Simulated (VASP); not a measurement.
Crystal: GdN.

```
Gd N
1.0
     2.50500   -2.50500    0.00000
     2.50500    2.50500    0.00000
     0.00000    0.00000    5.01000
Gd N
2 2
Cartesian
  0.0000 0.0000 0.0000
  2.5050 0.0000 2.5050
  2.5050 0.0000 0.0000
  0.0000 0.0000 2.5050
```

The cell comes from a database or a generator and needn't be the stable form of this composition.

Base run:

| Property | Result |
| --- | --- |
| Program | VASP 6.6.1 |
| Functional | PBE |
| Potentials or basis | VASP PAW PBE potentials, release 64 (Gd, N) |
| Cutoff | 520 eV |
| k mesh | 8 × 8 × 6 |
| Occupations | fermi-dirac, width 0.05 eV |
| Spin | collinear spin, ferromagnetic start |
| Starting moments | [7.0, 7.0, 0.0, 0.0] μB |
| Hubbard terms | Gd f U = 6 eV |

Its results: band gap on the k mesh none (metal or under the smearing width); pressure -0.4 GPa; net moment 14.00 μB per cell; site moments Gd +6.87; N -0.11 μB.

Question: The run is repeated on the same cell with these changes: spin from collinear spin, ferromagnetic start to collinear spin, antiferromagnetic start; moments at the start from [7.0, 7.0, 0.0, 0.0] to [7.0, -7.0, 0.0, 0.0]. What comes out?

Answer: Band gap on the k mesh 0.02 eV; pressure -0.3 GPa; net moment 0.00 μB per cell; site moments Gd +6.85, -6.85; N -0.04, +0.04 μB.

Caveats: spin-orbit coupling is left out, which moves the levels of the heavy elements.

A k mesh can miss the band edges.

Not every run made on this cell is shown here.
